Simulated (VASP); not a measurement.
Here is a VASP 6.6.1 calculation.

INCAR

```
  PREC = Accurate
  ENCUT = 520
  EDIFF = 1E-6
  ISMEAR = 0
  SIGMA = 0.1
  LREAL = F
  LASPH = T
  NELM = 150
  ALGO = Fast
  ISIF = 2
  LWAVE = F
  LCHARG = F
  ISPIN = 2
  MAGMOM = 0 1 0 0 0
  LORBIT = 11
  LMAXMIX = 6
  GGA = PE
  NBANDS = 34
```

The input KPOINTS:

```
Automatic mesh
0
Gamma
  4 4 4
```

File POSCAR:

```
LaRhS3
1.0
    5.4605037393      0.0000000000      0.0000000000
    0.0000000000      5.4605037393      0.0000000000
    0.0000000000      0.0000000000      5.4605037393
La Rh S
1 1 3
Direct
    0.5000000000      0.5000000000      0.5000000000
    0.0000000000      0.0000000000      0.0000000000
    0.0000000000      0.5000000000      0.5000000000
    0.5000000000      0.5000000000      0.0000000000
    0.5000000000      0.0000000000      0.5000000000
```

Potentials or basis: VASP PAW PBE potentials, release 64 (La, Rh_pv, S).

Run with:

```sh
$ cat potpaw_PBE.64/La/POTCAR potpaw_PBE.64/Rh_pv/POTCAR potpaw_PBE.64/S/POTCAR > POTCAR
$ mpirun -np 1 vasp_std > vasp.out
```

**Question.** Predict the net moment.

**Answer.** 3.97 μB per cell.

**Question.** Predict the pressure.

**Answer.** 0.2 GPa.

**Question.** Predict the site moments.

**Answer.** La +0.04; Rh +1.84; S +0.43 μB.

The run has no spin-orbit coupling, so splittings on La are missing.
